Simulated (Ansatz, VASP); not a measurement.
# One calculation of TeAs, two programs

INCAR

```
SYSTEM = TeAs
PREC = Accurate ; ENCUT = 520
EDIFF = 1E-7 ; ISMEAR = 0
SIGMA = 0.15 ; LREAL = .FALSE.
LASPH = .TRUE. ; NELM = 100
ALGO = Normal ; ISIF = 2
LWAVE = .FALSE. ; LCHARG = .FALSE.
GGA = CA ; NBANDS = 12
```

KPOINTS

```
regular mesh
0
G
  16 16 16
  0 0 0
```

The input POSCAR:

```
TeAs
1.0
    0.0000000000      2.9676670000      2.9676670000
    2.9676670000      0.0000000000      2.9676670000
    2.9676670000      2.9676670000      0.0000000000
Te As
1 1
Direct
    0.5000000000      0.5000000000      0.5000000000
    0.0000000000      0.0000000000      0.0000000000
```

Input for Ansatz:

```yaml
crystal:
  lattice:
    - [0.0, 2.967667, 2.967667]
    - [2.967667, 0.0, 2.967667]
    - [2.967667, 2.967667, 0.0]
  atoms:
    - { symbol: Te, position: [0.5, 0.5, 0.5] }
    - { symbol: As, position: [0.0, 0.0, 0.0] }
basis:
  ecutwfc: 420
kpoints:
  mp_grid: { grid: [16, 16, 16] }
hamiltonian:
  xc: lda
scf:
  occupations: { method: gaussian, width: 0.15 }
output:
  forces: true
  stress: true
  eigenvalues: true
```

The cell comes from a database or a generator and needn't be the stable form of this composition.

Alike in both runs: task single point; functional LDA; k mesh 16 × 16 × 16; occupations gaussian, width 0.15 eV; no spin polarisation.

|  | VASP | Ansatz |
| --- | --- | --- |
| version | VASP 6.6.1 | Ansatz 0.2.0 |
| potentials or method | VASP PAW LDA potentials, release 64 (Te, As) | scalar-relativistic, plane waves, PAW |
| plane-wave cutoff (eV) | 520 | 420 |
| valence electrons in the cell | 11 | 31 |

|  | VASP | Ansatz | Ansatz less VASP |
| --- | --- | --- | --- |
| gap on the k mesh at the Fermi level (eV) | none | none | - |
| pressure (GPa) | -4.0 | -4.1 | -0.11 |

A gap of «none» marks a metal or a gap that the smearing closes. The two sets of potentials don't hold the same shells in valence.

The runs have no spin-orbit coupling, so splittings on Te are missing.
